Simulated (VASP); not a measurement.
Data:

```yaml
crystal:
  lattice:
    - [1.75977, -3.04801, 0.00000]
    - [1.75977, 3.04801, 0.00000]
    - [0.00000, 0.00000, 6.00846]
  atoms:
    - { symbol: Ti, position: [0.00000, 0.00000, 0.00000] }
    - { symbol: Se, position: [0.33333, 0.66667, 0.25739] }
    - { symbol: Se, position: [0.66667, 0.33333, 0.74261] }
```

All values below come from optB86b-vdW, VASP's PBE PAW potentials (set 64) (plane waves; VASP 6.6.1). Run with 520 eV cut-off, 11×11×6 Γ-centred mesh, tetrahedra with Blöchl corrections, potentials Ti_sv Se.

The cores are frozen, which limits the accuracy of field gradients.

Task: Give the principal components of the electric field gradient (V/Å²) and the asymmetry η at each nucleus.

Result: 
```tsv
atom	Vxx	Vyy	Vzz	η
Ti1	12.4	12.4	-24.8	0.00
Se2	13.2	13.2	-26.3	0.00
Se3	13.2	13.2	-26.3	0.00
```

The compound is TiSe2 in the 1T layered structure. It was relaxed first.
